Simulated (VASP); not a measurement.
Crystal: CdTe.

```xyz
2
Lattice="0.0000 3.2050 3.2050 3.2050 0.0000 3.2050 3.2050 3.2050 0.0000" Properties=species:S:1:pos:R:3 pbc="T T T"
Cd    0.0000    0.0000    0.0000
Te    1.6025    1.6025    1.6025
```

| Quantity | Value |
| --- | --- |
| Program | VASP 6.6.1 |
| Task | relaxation of cell and atoms |
| Functional | r2SCAN |
| Potentials or basis | VASP PAW PBE potentials, release 64 (Cd, Te) |
| Cutoff | 600 eV |
| k mesh | 8 × 8 × 8 |
| Occupations | gaussian, width 0.02 eV |
| Spin | no spin polarisation |

At the start: pressure 3.3 GPa; volume 32.92 Å³/atom.

**Question.** Where does the relaxation end?

**Answer.** Over 3 steps the energy falls by 23.1 meV/atom and the volume is 35.30 Å³/atom (+7.2 %); space group F-43m (No. 216, to 0.05 Å).

Step by step:
| step | energy change (eV) | largest force (eV/Å) | pressure (GPa) | volume (Å³) |
| --- | --- | --- | --- | --- |
| 1 | 0.0000 | 0.0000 | 3.33 | 65.84 |
| 2 | -0.0397 | 0.0000 | -1.04 | 72.59 |
| 3 | -0.0462 | 0.0000 | 0.02 | 70.60 |

Final structure:
```
Cd Te
1.0
     0.00000    3.28032    3.28032
     3.28032    0.00000    3.28032
     3.28032    3.28032    0.00000
Cd Te
1 1
Direct
  0.00000 0.00000 0.00000
  0.25000 0.25000 0.25000
```

Caveat: the PAW data sets were made with another functional, which shifts forces and pressure a little.
